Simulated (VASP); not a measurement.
**ZrSe2: relaxation of cell and atoms with PBE+D3(BJ)**

ZrSe2, a slab with vacuum:

```
CELL_PARAMETERS angstrom
3.74499 0.00000 0.00000
-1.87249 3.24326 0.00000
0.00000 0.00000 33.48000
ATOMIC_POSITIONS crystal
Se 0.66667 0.33333 0.27122
Se 0.33333 0.66667 0.36669
Se 0.66667 0.33333 0.45232
Se 0.33333 0.66667 0.54768
Se 0.66667 0.33333 0.63331
Se 0.33333 0.66667 0.72878
Zr 0.00000 0.00000 0.31900
Zr 0.00000 0.00000 0.50000
Zr 0.00000 0.00000 0.68100
```

```json
{"Program": "VASP 6.6.1", "Task": "relaxation of cell and atoms", "Functional": "PBE", "Dispersion": "D3(BJ)", "Potentials or basis": "VASP PAW PBE potentials, release 64 (Se, Zr_sv)", "Cutoff": "600 eV", "k mesh": "9 × 9 × 1", "Occupations": "gaussian, width 0.03 eV", "Spin": "no spin polarisation", "Further INCAR settings": "ALGO = Normal; EDIFF = 1e-07; IBRION = 2; EDIFFG = -0.005; NSW = 90; ISIF = 3"}
```

```json
{
  "Relaxed volume": "45.17 Å³/atom",
  "Relaxed cell": "a = 3.745 Å, b = 3.745 Å, c = 33.480 Å, α = 90.00°, β = 90.00°, γ = 120.00°",
  "Space group after relaxing (to 0.05 Å)": "P-3m1 (No. 164)",
  "Energy gained by relaxing": "0.0 meV/atom",
  "Ionic steps": "4",
  "Largest force after relaxing": "0.004 eV/Å",
  "Band gap on the k mesh": "0.25 eV, indirect (least direct gap 1.03 eV)",
  "Dispersion energy per atom": "-0.358 eV"
}
```

Forces on the atoms (eV/Å):
```
Se   0.000  0.000  0.000
Se   0.000  0.000  0.004
Se   0.000  0.000 -0.001
Se   0.000  0.000  0.001
Se   0.000  0.000 -0.004
Se   0.000  0.000  0.000
Zr   0.000  0.000  0.004
Zr   0.000  0.000  0.000
Zr   0.000  0.000 -0.004
```

Final structure:
```xyz
9
Lattice="3.7445 0.0000 0.0000 -1.8723 3.2428 0.0000 0.0000 0.0000 33.4800" Properties=species:S:1:pos:R:3 pbc="T T T"
Se    1.8723    1.0809    9.0806
Se    0.0000    2.1619   12.2769
Se    1.8723    1.0809   15.1436
Se    0.0000    2.1619   18.3364
Se    1.8723    1.0809   21.2031
Se    0.0000    2.1619   24.3994
Zr    0.0000    0.0000   10.6805
Zr    0.0000    0.0000   16.7400
Zr    0.0000    0.0000   22.7995
```

Levels at points of the mesh, in eV from the valence-band top:
```tsv
k point	band 32	band 33	band 34	band 35	band 36	band 37	band 38	band 39	band 40	band 41
(0.00, 0.00, 0.00)	-0.19	-0.07	-0.07	0.00	0.00	1.03	1.03	1.06	1.06	1.07
```

It took 5.2 min on 4 MPI ranks on Intel(R) Xeon(R) Platinum 8488C (Sapphire Rapids) (shared host), peak memory 0.71 GiB a rank.

As with any semilocal functional, this PBE gap is likely too small.
